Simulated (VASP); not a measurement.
These are PBE GGA, VASP's PBE PAW potentials (set 64) (plane waves; VASP) values and carry that method's errors.

A VASP calculation is set up with these files.

**INCAR**
```
SYSTEM = Cd
PREC = Accurate
ENCUT = 480
EDIFF = 1E-7
NELM = 100
ALGO = Normal
LREAL = .FALSE.
LASPH = .TRUE.
ISMEAR = 1
SIGMA = 0.1
GGA = PE
LMAXMIX = 4
LWAVE = .FALSE.
LCHARG = .FALSE.
ISIF = 2
```

File POSCAR:
```
Cd
1
    1.5115307366    -2.6180483362     0.0000000000
    1.5115307366     2.6180483362     0.0000000000
    0.0000000000     0.0000000000     5.9095164358
Cd
2
Direct
  0.3333330000   0.6666670000   0.2500000000
  0.6666670000   0.3333330000   0.7500000000
```

File KPOINTS:
```
Regular mesh
0
Gamma
14 14 6
```

POTCAR, in this order: Cd (PBE.64 set). Program: vasp_std.

What VASP printed:

**OSZICAR**
```
       N       E                     dE             d eps       ncg     rms          rms(c)
DAV:   1     0.155944959045E+03    0.15594E+03   -0.12719E+04  3080   0.139E+03
DAV:   2     0.173050271750E+01   -0.15421E+03   -0.15070E+03  3144   0.357E+02
DAV:   3    -0.156256919686E+01   -0.32931E+01   -0.32889E+01  3800   0.622E+01
DAV:   4    -0.156641867002E+01   -0.38495E-02   -0.38494E-02  3480   0.187E+00
DAV:   5    -0.156643043357E+01   -0.11764E-04   -0.11764E-04  3856   0.954E-02    0.377E+00
DAV:   6    -0.148377198524E+01    0.82658E-01   -0.25895E-01  3208   0.637E+00    0.309E+00
DAV:   7    -0.148112416376E+01    0.26478E-02   -0.25618E-02  3464   0.160E+00    0.157E+00
DAV:   8    -0.148187462631E+01   -0.75046E-03   -0.33096E-03  3360   0.792E-01    0.860E-02
DAV:   9    -0.148193241152E+01   -0.57785E-04   -0.39622E-05  3936   0.711E-02    0.323E-02
DAV:  10    -0.148196935499E+01   -0.36943E-04   -0.35249E-05  3376   0.682E-02    0.315E-03
DAV:  11    -0.148196924486E+01    0.11013E-06   -0.27584E-08  3024   0.173E-03    0.157E-03
DAV:  12    -0.148196908630E+01    0.15856E-06   -0.28353E-08  2040   0.149E-03    0.155E-04
DAV:  13    -0.148196909179E+01   -0.54888E-08   -0.81762E-10  1768   0.360E-04
   1 F= -.14819691E+01 E0= -.14820996E+01  d E =0.391481E-03
```

### OUTCAR
```
------------------------ aborting loop because EDIFF is reached ----------------------------------------
  FORCE on cell =-STRESS in cart. coord.  units (eV):
  Direction    XX          YY          ZZ          XY          YZ          ZX
  --------------------------------------------------------------------------------------
  Total       -0.1856060     -0.1856061      0.0656978      0.0000000      0.0000000      0.0000000
  in kB       -6.3580810     -6.3580825      2.2505317      0.0000000      0.0000000      0.0000000
  external PRESSURE =      -3.4885439 kB  Pullay stress =       0.0000000 kB
  volume of cell :       46.77
      direct lattice vectors                 reciprocal lattice vectors
     1.511530737 -2.618048336  0.000000000     0.330790495 -0.190981959  0.000000000
     1.511530737  2.618048336  0.000000000     0.330790495  0.190981959  0.000000000
     0.000000000  0.000000000  5.909516436     0.000000000  0.000000000  0.169218583
 POSITION                                       TOTAL-FORCE (eV/Angst)
 -----------------------------------------------------------------------------------
      1.51153      0.87268      1.47738        -0.000000      0.000000      0.000000
      1.51153     -0.87268      4.43214         0.000000     -0.000000      0.000000
 -----------------------------------------------------------------------------------
    total drift:                                0.000013      0.000207      0.000001
  FREE ENERGIE OF THE ION-ELECTRON SYSTEM (eV)
  ---------------------------------------------------
  free  energy   TOTEN  =        -1.4819690918 eV

  energy  without entropy=       -1.4823605728  energy(sigma->0) =       -1.48209959
```
(Selected blocks of OUTCAR.)

The compound is Cd in the hcp structure. This cell was strained or had an atom moved on purpose.
